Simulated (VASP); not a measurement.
All values below come from PBE GGA, VASP's PBE PAW potentials (set 64) (plane waves; VASP).

A VASP calculation is set up with these files.

File POSCAR:
```
Ru
2.710
  0.5000000000  -0.8660254613   0.0000000000
  0.5000000000   0.8660254613   0.0000000000
  0.0000000000   0.0000000000   1.5793357934
Ru
2
Direct
  0.3333330000   0.6666670000   0.2500000000
  0.6666670000   0.3333330000   0.7500000000
```

**KPOINTS**
```
Automatic
0
Gamma
14 14 8
0 0 0
```

**INCAR**
```
SYSTEM = Ru
PREC = Single
ENCUT = 400
EDIFF = 1E-6
NELM = 100
ALGO = Normal
LREAL = .FALSE.
LASPH = .TRUE.
ISMEAR = 1
SIGMA = 0.1
GGA = PE
LMAXMIX = 4
LWAVE = .FALSE.
LCHARG = .FALSE.
ISIF = 2
```

POTCAR, in this order: Ru_pv (PBE.64 set). Program: vasp_std.

### Question
Predict the energy per atom (σ→0), pressure, band gap (on the k-mesh).

### Answer

```yaml
energy per atom (σ→0): -9.228 eV/atom
band gap (on the k-mesh): none (metal, semimetal or under 0.01 eV)
pressure: 26.5 kbar
```

OSZICAR:
```
...
DAV:   6    -0.185509237186E+02    0.12541E+01   -0.33602E+00  4364   0.192E+01    0.465E+00
DAV:   7    -0.184653350775E+02    0.85589E-01   -0.26589E-01  4424   0.489E+00    0.111E+00
DAV:   8    -0.184569613012E+02    0.83738E-02   -0.69499E-03  4412   0.988E-01    0.188E-01
DAV:   9    -0.184569468264E+02    0.14475E-04   -0.50710E-04  5598   0.238E-01    0.480E-02
DAV:  10    -0.184569516406E+02   -0.48143E-05   -0.16585E-05  4658   0.420E-02    0.190E-02
DAV:  11    -0.184569581073E+02   -0.64667E-05   -0.10141E-06  2966   0.969E-03    0.226E-03
DAV:  12    -0.184569580690E+02    0.38338E-07   -0.64317E-08  2194   0.215E-03
   1 F= -.18456958E+02 E0= -.18456489E+02  d E =-.140757E-02
```

The compound is Ru in the hcp structure. The cell was not relaxed at this level. The run is one of a series of settings (PREC = Single against the base run), some of them coarse on purpose.
